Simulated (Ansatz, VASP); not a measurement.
# AlGa3As4 in two plane-wave programs

One calculation is typed for both programs; each brings its own data sets. How far apart do they land? The cell is invented: As first built, before any earlier steps moved the atoms (in the runner's words): As for N in the AlGa3N4 structure of space group Pm. It may not be a known or stable phase. The cell is taken from a series of runs on this material, whose earlier steps may have relaxed, scaled, displaced or heated it; both programs get it as it stands.

Program: Ansatz 0.2.0. Level of theory: plane waves, with VASP 6.6.1 beside it; single point at PBE and single point at r2SCAN. Results are calculated unless marked as measured.

**1. The starting structure**

The structure is monoclinic, space group Pm (No. 6). The conventional cell has a = 6.586 Å, b = 4.000 Å, c = 6.918 Å, α = 90.00°, β = 90.02°, γ = 90.00°. Nearest to Al lie 4 As at 2.45 to 2.46 Å. Nearest to Ga lie 4 As at 2.45 to 2.46 Å. Nearest to Ga lie 4 As at 2.45 to 2.47 Å. Nearest to As lie 1 Al at 2.45 Å and 3 Ga at 2.45 to 2.46 Å. Nearest to As lie 2 Al at 2.45 Å and 2 Ga at 2.45 to 2.46 Å. It derives from AlGa3N4. As first built, before any earlier steps moved the atoms (in the runner's words): As for N in the AlGa3N4 structure of space group Pm. Farther neighbours are not listed.

**2. VASP: single point, PBE, pair 1**

A single point gives forces, pressure and levels at one fixed geometry, so differences don't come from the geometry; what else differs is listed under the comparison.

Lines of VASP's logs that name or quote its potential files are left out, and so is its time.

The input, INCAR:

```
SYSTEM = AlGa3As4
PREC = Accurate
ENCUT = 400
EDIFF = 1E-06
NELM = 120
ISMEAR = 0
SIGMA = 0.01
LREAL = .FALSE.
ALGO = Normal
GGA = PE
NBANDS = 39
LORBIT = 11
LWAVE = .FALSE.
LCHARG = .FALSE.
ISIF = 2
LASPH = .TRUE.
GGA_COMPAT = .FALSE.
EFERMI = MIDGAP
KPAR = 2
```

The input, POSCAR:

```
AlGa3As4
1.0
    6.5863637730      0.0000000000      0.0000000000
    0.0000000000      4.0004401970      0.0000000000
   -0.0023793050      0.0000000000      6.9183410270
Al Ga As
1 3 4
Direct
    0.9985450828      0.5000000000      0.6671681441
    0.4976428889      0.5000000000      0.3331161511
    0.4974049480      0.0000000000      0.8334287740
    0.9982882287      0.0000000000      0.1663521435
    0.1237670713      0.5000000000      0.3333754626
    0.1237188245      0.0000000000      0.8329394849
    0.6239381033      0.0000000000      0.1667452362
    0.6242948624      0.5000000000      0.6668756037
```

The input, KPOINTS:

```
Automatic mesh
0
Gamma
4 6 4
0 0 0
```

PAW data sets: Al, Ga_d and As (PBE family, release 64).

Launch:

```console
mpirun -np 2 vasp_std
```

Numbers of over 12 decimals in the logs are rounded to 6 here.

Output:

```text
[banner, memory and clock lines left out]
running    2 mpi-ranks, on    1 nodes
 distrk:  each k-point on    1 cores,    2 groups
 distr:  one band on    1 cores,    1 groups

 POSCAR found type information on POSCAR AlGaAs
 POSCAR found :  3 types and       8 ions
 LDA part: xc-table for (Slater+PW92), standard interpolation
 POSCAR, INCAR and KPOINTS ok, starting setup
 FFT: planning ... GRIDC
 FFT: planning ... GRID_SOFT
 FFT: planning ... GRID
 WAVECAR not read
 entering main loop
       N       E                     dE             d eps       ncg     rms          rms(c)
DAV:   1     0.449993104154E+03    0.44999E+03   -0.23788E+04  3260   0.173E+03
DAV:   2     0.299863261564E+02   -0.42001E+03   -0.40243E+03  3494   0.467E+02
DAV:   3    -0.315703984230E+02   -0.61557E+02   -0.59973E+02  3607   0.138E+02
DAV:   4    -0.346715503030E+02   -0.31012E+01   -0.30762E+01  3884   0.331E+01
DAV:   5    -0.347562452532E+02   -0.84695E-01   -0.84611E-01  3729   0.522E+00    0.598E+00
DAV:   6    -0.341193235268E+02    0.63692E+00   -0.11154E+00  4422   0.116E+01    0.342E+00
DAV:   7    -0.340317392235E+02    0.87584E-01   -0.68013E-01  3691   0.361E+00    0.114E+00
DAV:   8    -0.340342919662E+02   -0.25527E-02   -0.98799E-02  3699   0.344E+00    0.263E-01
DAV:   9    -0.340352553096E+02   -0.96334E-03   -0.10559E-02  3981   0.153E+00    0.945E-02
DAV:  10    -0.340357011724E+02   -0.44586E-03   -0.19067E-03  3950   0.667E-01    0.515E-02
DAV:  11    -0.340360063589E+02   -0.30519E-03   -0.52302E-04  3542   0.333E-01    0.146E-02
DAV:  12    -0.340360474444E+02   -0.41086E-04   -0.13717E-04  4232   0.146E-01    0.824E-03
DAV:  13    -0.340360524874E+02   -0.50431E-05   -0.25075E-05  3669   0.678E-02    0.344E-03
DAV:  14    -0.340360540138E+02   -0.15264E-05   -0.69038E-06  3670   0.472E-02    0.153E-03
DAV:  15    -0.340360546018E+02   -0.58803E-06   -0.23285E-06  2728   0.151E-02
   1 F= -.34036055E+02 E0= -.34036055E+02  d E =0.000000E+00
```

Parts of OUTCAR (step 2):

```text
ion  position               nearest neighbor table
   1  0.999  0.500  0.667-   6 2.45   6 2.45   5 2.45   8 2.46
   2  0.498  0.500  0.333-   7 2.45   7 2.45   8 2.45   5 2.46
   3  0.497  0.000  0.833-   7 2.45   8 2.46   8 2.46   6 2.46
   4  0.998  0.000  0.166-   6 2.45   5 2.45   5 2.45   7 2.47
   5  0.124  0.500  0.333-   1 2.45   4 2.45   4 2.45   2 2.46
   6  0.124  0.000  0.833-   1 2.45   1 2.45   4 2.45   3 2.46
   7  0.624  0.000  0.167-   3 2.45   2 2.45   2 2.45   4 2.47
   8  0.624  0.500  0.667-   2 2.45   3 2.46   3 2.46   1 2.46

  LATTYP: Found a simple monoclinic cell.
 ALAT       =     6.5863637730
 B/A-ratio  =     0.6073822119
 C/A-ratio  =     1.0504037849
 COS(beta)  =    -0.0003439126

 Subroutine GETGRP returns: Found  2 space group operations
 (whereof  2 operations were pure point group operations)

The static configuration has the point symmetry C_1h.

 Found     40 irreducible k-points:

   k-points           NKPTS =     40   k-points in BZ     NKDIM =     40   number of bands    NBANDS=     39

   dimension x,y,z NGX =    48 NGY =   28 NGZ =   48
   dimension x,y,z NGXF=    96 NGYF=   56 NGZF=   96

   ENCUT  =  400.0 eV  29.40 Ry    5.42 a.u.  10.74  6.52 11.28*2*pi/ulx,y,z

   NELECT =      62.0000    total number of electrons

 k-points in reciprocal lattice and weights: Automatic mesh
   0.00000000  0.00000000  0.00000000       0.010
   0.25000000  0.00000000 -0.00000000       0.021
   0.50000000  0.00000000 -0.00000000       0.010
   0.00000000  0.16666667  0.00000000       0.021
   0.25000000  0.16666667 -0.00000000       0.042
   0.50000000  0.16666667 -0.00000000       0.021
   0.00000000  0.33333333  0.00000000       0.021
   0.25000000  0.33333333 -0.00000000       0.042
   0.50000000  0.33333333 -0.00000000       0.021
[...]
0.25000000  0.50000000  0.50000000       0.021
   0.50000000  0.50000000  0.50000000       0.010

 average (electrostatic) potential at core
       1 -76.5042       2 -66.3653       3 -66.3705       4 -66.3790       5 -50.1937
       6 -50.1071       7 -50.2878       8 -50.1926

 E-fermi :   4.2849

 k-point     1 :       0.0000    0.0000    0.0000
  band No.  band energies     occupation
    ...
     27       2.7731      2.00000
     28       2.8186      2.00000
     29       3.7650      2.00000
     30       3.9483      2.00000
     31       3.9499      2.00000
     32       4.6198      0.00000
     33       4.9828      0.00000
     34       5.4505      0.00000
     35       6.5054      0.00000
     36       7.5430      0.00000
    ...

 k-point     2 :       0.2500    0.0000   -0.0000
  band No.  band energies     occupation
    ...
     27       2.5046      2.00000
     28       2.9026      2.00000
     29       2.9099      2.00000
     30       3.7307      2.00000
     31       3.7345      2.00000
     32       5.0105      0.00000
     33       5.3657      0.00000
     34       5.5222      0.00000
     35       6.1684      0.00000
     36       7.6034      0.00000
    ...

 k-point     3 :       0.5000    0.0000   -0.0000
  band No.  band energies     occupation
    ...
     27       1.9742      2.00000
     28       3.2112      2.00000
     29       3.2167      2.00000
     30       3.3450      2.00000
     31       3.3555      2.00000
     32       5.2520      0.00000
     33       5.3172      0.00000
     34       5.4812      0.00000
     35       6.0288      0.00000
     36       6.7616      0.00000
    ...

  Total        2.8661440      2.9447334      2.9130595      0.0000000      0.0000000      0.0032611
  in kB       25.1914477     25.8821952     25.6038026      0.0000000      0.0000000      0.0286624
  external PRESSURE =      25.5591485 kB  Pullay stress =       0.0000000 kB

  energy-cutoff  :      400.00
  volume of cell :      182.29
      direct lattice vectors                 reciprocal lattice vectors
     6.586363773  0.000000000  0.000000000     0.151828844  0.000000000  0.000052216
     0.000000000  4.000440197  0.000000000     0.000000000  0.249972491  0.000000000
    -0.002379305  0.000000000  6.918341027     0.000000000  0.000000000  0.144543323

 POSITION                                       TOTAL-FORCE (eV/Angst)
 -----------------------------------------------------------------------------------
      6.57519      2.00022      4.61570        -0.008979      0.000000     -0.007616
      3.27686      2.00022      2.30461        -0.002431      0.000000      0.004614
      3.27411      0.00000      5.76594        -0.000116      0.000000     -0.005488
      6.57469      0.00000      1.15088        -0.012867      0.000000      0.006346
      0.81438      2.00022      2.30641        -0.013448      0.000000      0.053138
      0.81288      0.00000      5.76256        -0.031283      0.000000     -0.053309
      4.10909      0.00000      1.15360         0.007966      0.000000      0.001454
      4.11025      2.00022      4.61367         0.061158      0.000000      0.000861
 -----------------------------------------------------------------------------------
    total drift:                               -0.001209     -0.000000      0.000114

  FREE ENERGIE OF THE ION-ELECTRON SYSTEM (eV)
  ---------------------------------------------------
  free  energy   TOTEN  =       -34.0360546018 eV

  energy  without entropy=      -34.0360546018  energy(sigma->0) =      -34.03605460

 total charge
# of ion       s       p       d       tot
------------------------------------------
    1        0.406   0.373   0.000   0.779
    2        0.879   0.790   9.994  11.663
    3        0.878   0.789   9.994  11.660
    4        0.877   0.789   9.994  11.660
    5        1.204   1.619   0.029   2.852
    6        1.199   1.644   0.028   2.871
    7        1.208   1.596   0.031   2.834
    8        1.204   1.617   0.029   2.850
--------------------------------------------------
tot          7.855   9.216  30.098  47.169

[... 3 further parts left out ...]
```

The run ends at a pressure of 2.56 GPa, with forces up to 0.062 eV/Å.

**3. Ansatz: single point, PBE, pair 1**

Ansatz runs on its default PAW (the set named soft_2) files.

The same cell, functional and mesh now go to Ansatz, which takes its cutoff from its data sets.

The input, input.yaml:

```yaml
crystal:
  lattice:
    - [6.586363773, 0.0, 0.0]
    - [0.0, 4.000440197, 0.0]
    - [-0.002379305, 0.0, 6.918341027]
  atoms:
    - { symbol: Al, position: [0.9985450828, 0.5, 0.6671681441] }
    - { symbol: Ga, position: [0.4976428889, 0.5, 0.3331161511] }
    - { symbol: Ga, position: [0.497404948, 0.0, 0.833428774] }
    - { symbol: Ga, position: [0.9982882287, 0.0, 0.1663521435] }
    - { symbol: As, position: [0.1237670713, 0.5, 0.3333754626] }
    - { symbol: As, position: [0.1237188245, 0.0, 0.8329394849] }
    - { symbol: As, position: [0.6239381033, 0.0, 0.1667452362] }
    - { symbol: As, position: [0.6242948624, 0.5, 0.6668756037] }
kpoints:
  mp_grid: { grid: [4, 6, 4] }
scf:
  occupations: { method: fixed }
hamiltonian:
  xc: pbe
output:
  eigenvalues: true
  transmission:
    leads: [[0, 0]]
    kpoints: [[0.0, 0.0], [0.5, 0.0]]
    e_range: [-1.0, 1.67]
    de: 0.05
```

Launch:

```console
ansatz run input.yaml --threads 2 --pin off --max-ram 4096MiB --backend cpu --events-out ev --progress --plain --runs-dir out
```

Output:

```text
Engine: ansatz 0.2.0, x86_64-unknown-linux-gnu
Pseudopotentials: kind: paw
Pseudopotential: Al, paw, valence charge 3, recommended cutoff 420 eV (normal), Al.paw.azcp
Pseudopotential: Ga, paw, valence charge 13, recommended cutoff 420 eV (normal), Ga.paw.azcp
Pseudopotential: As, paw, valence charge 15, recommended cutoff 420 eV (normal), As.paw.azcp
Functional definition: PBE
  parameter kappa = 0.804
  parameter beta = 0.066725
  exchange = pbe_x(kappa = kappa, mu = beta*pi^2/3)
  correlation = pbe_c(beta = beta)
Crystal: 8 atoms, lattice volume = 182.287 Å³
Basis set: ecut = 420 eV, 3561 PW (Γ)
Bands: 62, of which v1, the nominal top of the filled ones, is band 51 counted from 1 (50 counted from 0)
Symmetry: 2 space group operations
Space group: Pm (ITA 6), of the structure as read, at distance tolerance 5.7e-5 Å
k-points: 40 of 96 (time reversal used)
Non-local potential: Al, projectors of the file, l = 0: 2, l = 1: 2, l = 2: 1
Non-local potential: Ga, projectors of the file, l = 0: 2, l = 1: 2, l = 2: 3, l = 3: 1
Non-local potential: As, projectors of the file, l = 0: 2, l = 1: 2, l = 2: 3, l = 3: 1
PAW form: soft (Blöchl's): semilocal exchange-correlation on the pseudo side does not see the compensation charge
PAW one-centre angular grid: Al, 110 points (default); XC on 64 Gauss nodes
PAW one-centre angular grid: Ga, 590 points (default); XC on 64 Gauss nodes
PAW one-centre angular grid: As, 590 points (default); XC on 64 Gauss nodes
Initial density: superposition of atomic densities (neutral atoms: chi_scale 0, normalization atom), corrected by the library's trained network
Initial wavefunctions: pseudopotential atomic-orbital guess
Functional: x = pbe(κ = 0.804, μ = 0.219515), c = pbe(β = 0.066725)
SCF iter   1: F=—  HF=-31314.032468 eV  |F-HF|=—  |Δ(HF+E_count)|=         —  Δρ=1.43e-3  dr2=6.75e-3  ethr=1.77e-3  ⟨swp⟩=4.8  Hψ=7769  notcnv=0  defer=333
preconditioner: auto → Resta (q_TF=auto, 2.477 Å⁻¹)  ε∞=3.5  [insulator: Δε(μ)=0.656 eV  Ē_g=13.697 eV  n_scr=46 (ndim 8)  ℏωp=21.7 eV  f_vac=0.064  ε∞_Penn≈3.5]
SCF iter   2: F=—  HF=-31314.028027 eV  |F-HF|=—  |Δ(HF+E_count)|=   4.44e-3  Δρ=7.80e-4  dr2=1.60e-3  ethr=6.61e-6  ⟨swp⟩=2.0  Hψ=4201  notcnv=0  defer=359
SCF iter   3: F=—  HF=-31314.027902 eV  |F-HF|=—  |Δ(HF+E_count)|=   1.25e-4  Δρ=3.81e-4  dr2=3.42e-4  ethr=1.57e-6  ⟨swp⟩=2.0  Hψ=3589  notcnv=0  defer=359
SCF iter   4: F=—  HF=-31314.027878 eV  |F-HF|=—  |Δ(HF+E_count)|=   2.34e-5  Δρ=1.51e-4  dr2=4.69e-5  ethr=3.35e-7  ⟨swp⟩=2.0  Hψ=3524  notcnv=0  defer=338
SCF iter   5: F=—  HF=-31314.027910 eV  |F-HF|=—  |Δ(HF+E_count)|=   3.20e-5  Δρ=4.66e-5  dr2=4.20e-6  ethr=4.60e-8  ⟨swp⟩=2.0  Hψ=4227  notcnv=0  defer=214
SCF iter   6: F=—  HF=-31314.027912 eV  |F-HF|=—  |Δ(HF+E_count)|=   1.27e-6  Δρ=1.14e-5  dr2=2.95e-7  ethr=4.12e-9  ⟨swp⟩=2.0  Hψ=4308  notcnv=0  defer=214
SCF iter   7: F=-31314.027911 eV  HF=-31314.027911 eV  |F-HF|=7.03e-8  |Δ(HF+E_count)|=   1.19e-7  Δρ=5.05e-6  dr2=4.04e-8  ethr=9.80e-11  ⟨swp⟩=10.1  Hψ=10691  notcnv=0
SCF 1 converged in 7 iterations: F = -31314.027911 eV  dr2 = 4.04e-8
  greatest PAW one-centre occupation: 0.999 electrons in one spin orbital (limit 2), on the As atom at site 6 (counted from 0), in its partial waves of l = 2
transmission: 9 of 18 steps passed
transmission: 18 of 18 steps passed
SCF converged after 7 iterations
Free energy (F): -31314.027911 eV
Harris-Foulkes:  -31314.027911 eV  (|F-HF|=7.03e-8)
Internal energy: -31314.027911 eV  (E = F + TS)
E sigma→0 (E₀):  -31314.027911 eV
Fermi energy:    7.726652 eV
--- Per-component energies (eV) ---
  E_band       = -1221.575724
  E_kinetic    = 784.485723
  E_local      = -14426.428091  (includes V_loc(G=0)·N_el)
  E_nonlocal   = -1396.814507
  E_hartree    = 7324.892536
  E_xc         = -564.031827
  E_vxc        = -520.317019  (∫ρ·V_xc dr)
  E_paw        = -13776.603590  (= ΣΔE_a)
  E_vpaw       = -312.294467  (= ΣTr[D̂ρ^β])
  E_aug_tail   = -0.000351  (compensation charges beyond the density's cutoff)
  E_ewald      = -9259.527805
  E_smearing   = -0.000000  (= −TS)
  E_closure    = 0.000000  (closes the sum)
  Σ components = -31314.027911   (vs F -31314.027911, Δ=0.00e0)
--- Band table (eV; the first three rows and the last of 40) ---
  k-point 0: bands = [... 47 lower, 6.5983, 7.5424, 7.7251, 7.7267, 8.3970, 8.7630, 9.2348, 10.2866, ... 7 higher]
  k-point 1: bands = [... 47 lower, 6.2440, 6.7169, 7.3590, 7.5293, 9.2149, 9.4934, 9.7998, 10.4023, ... 7 higher]
  k-point 2: bands = [... 47 lower, 6.7038, 6.7857, 7.0349, 7.1450, 9.4714, 9.6698, 10.1559, 10.5045, ... 7 higher]
  k-point 39: bands = [... 47 lower, 5.7215, 5.7414, 5.7632, 5.7803, 8.9650, 9.0522, 9.0916, 9.5990, ... 7 higher]
--- Transmission ---
  basis      : 227 plane waves across, 9 finite elements along
  points     : 2, as listed
  energies   : 54 from -1.000000 to 1.650000 eV about the Fermi level, 0.050000 eV apart; the leads are filled to 0.335175 eV, and channels, transmission and decay are at 0.350000 eV
  crystal 0  : As4Al1Ga3, at the sites [0, 0], period 6.9183 Å: whole cells are its period
    offset         : up to 0.0000 Å between an atom of the period and one for which it stands
    channels       : 0.000000e0 a spin
    conductance    : none, the energies end too early or step too widely for 300 K: set another output.transmission.e_range or a lower de, or, where they end at an eighth of basis.ecutwfc, a higher one
    slowest decay  : 0.0469 /Å at (0.0000, 0.0000)
```

Reading the cycles: dr2 is the Hartree energy of the density residual (eV), the measure of convergence; HF is the Harris–Foulkes estimate of the energy, which meets the free energy F at convergence.

**4. Comparison**

Known differences besides the potentials themselves: fixed occupations in Ansatz, narrow Gaussian smearing in VASP; the data sets hold 102 valence electrons in Ansatz (on its default PAW (the set named soft_2) files) and 62 in VASP; the cutoff is 420 eV in Ansatz and 400 eV in VASP. Total energies have different zeros and are not compared.

The two programs side by side:

| quantity | Ansatz | VASP | difference |
| --- | --- | --- | --- |
| gap on the k mesh (eV) | 0.670 | 0.670 | 0.000 |

A gap on the mesh is an upper bound, since the band edges may lie between its points.

**5. Ansatz: single point, PBE, pair 2**

A single point gives forces, pressure and levels at one fixed geometry, so differences don't come from the geometry; what else differs is listed under the comparison.

The cell is taken from a series of runs on this material, whose earlier steps may have relaxed, scaled, displaced or heated it; both programs get it as it stands.

The input, input.yaml:

```yaml
crystal:
  lattice:
    - [6.5863636768, 0.0, 0.0011242932]
    - [0.0, 4.0004401973, 0.0]
    - [-0.0035602665, 0.0, 6.9183405204]
  atoms:
    - { symbol: Al, position: [-0.0014549172, 0.5, 0.6671681441] }
    - { symbol: Ga, position: [0.4976428889, 0.5, 0.3331161511] }
    - { symbol: Ga, position: [0.497404948, 0.0, 0.833428774] }
    - { symbol: Ga, position: [0.9982882287, 0.0, 0.1663521435] }
    - { symbol: As, position: [0.1237670713, 0.5, 0.3333754626] }
    - { symbol: As, position: [0.1237188245, 0.0, 0.8329394849] }
    - { symbol: As, position: [0.6239381033, 0.0, 0.1667452362] }
    - { symbol: As, position: [0.6242948624, 0.5, 0.6668756037] }
kpoints:
  mp_grid: { grid: [4, 6, 4] }
  band_path: { path: [VBM, CBM], npoints: 30 }
scf:
  occupations: { method: fixed }
hamiltonian:
  xc: pbe
output:
  eigenvalues: true
```

Output:

```text
[...]
Crystal: 8 atoms, lattice volume = 182.287 Å³
Basis set: ecut = 420 eV, 3561 PW (Γ)
Bands: 62, of which v1, the nominal top of the filled ones, is band 51 counted from 1 (50 counted from 0)
Symmetry: 2 space group operations
[...]
k-points: 40 of 96 (time reversal used)
[...]
--- Band table (eV; the first three rows and the last of 40) ---
  k-point 0: bands = [... 47 lower, 6.5983, 7.5424, 7.7251, 7.7267, 8.3970, 8.7630, 9.2348, 10.2866, ... 7 higher]
  k-point 1: bands = [... 47 lower, 6.2440, 6.7169, 7.3590, 7.5293, 9.2149, 9.4934, 9.7998, 10.4023, ... 7 higher]
  k-point 2: bands = [... 47 lower, 6.7038, 6.7857, 7.0349, 7.1450, 9.4714, 9.6698, 10.1559, 10.5045, ... 7 higher]
  k-point 39: bands = [... 47 lower, 5.7215, 5.7414, 5.7632, 5.7803, 8.9650, 9.0522, 9.0916, 9.5990, ... 7 higher]
[key lines of the parts left out:]
SCF converged after 7 iterations
Free energy (F): -31314.027911 eV
Fermi energy:    7.726652 eV
```

(Part 1 of 2 ends here.)

[Lines on the potential files, build, host, timing and source positions are cut from VASP's logs without a mark.]

[Logs are printed without paths, hosts, clocks, repeated set-up lines and the standing remarks that a program may print on its own settings, such as how far it seeks lower states.]

[Hosts, paths, dates, database ids (printed as entryN), source tags and the programs' standing remarks are cut or masked in the printed files.]
